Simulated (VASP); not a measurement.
MoCl$_{6}$ (space group P-31m): computed properties

All values below come from r2SCAN meta-GGA, VASP's PBE PAW potentials (set 64) (plane waves; VASP 6.6.1).

For MoCl6, the space group is P-31m (162) and the cell is a = 6.156 Å, b = 6.156 Å, c = 5.639 Å, α = 90.00°, β = 90.00°, γ = 120.00°. The volume per atom comes out as 26.44 Å^3/atom, the band gap (over mesh and band path) comes out as 1.20 eV and the smallest direct gap (over mesh and band path) comes out as 1.32 eV. The band-edge character is indirect, K to Γ and the density comes out as 2.77 g/cm³.

```yaml
crystal:
  lattice:
    - [6.15619, 0.00000, 0.00000]
    - [-3.07810, 5.33142, 0.00000]
    - [0.00000, 0.00000, 5.63891]
  atoms:
    - { symbol: Mo, position: [0.00000, 0.00000, 0.50000] }
    - { symbol: Cl, position: [0.30444, 0.30444, 0.26484] }
    - { symbol: Cl, position: [0.69556, 0.69556, 0.73516] }
    - { symbol: Cl, position: [0.69556, 0.00000, 0.26484] }
    - { symbol: Cl, position: [0.30444, 0.00000, 0.73516] }
    - { symbol: Cl, position: [0.00000, 0.69556, 0.26484] }
    - { symbol: Cl, position: [0.00000, 0.30444, 0.73516] }
```

The structure comes from a computed database's MoCl6 entry (P-31m); how it stands against other phases isn't given here. It was relaxed first. Symmetry was kept, so distortions that lower it aren't found.
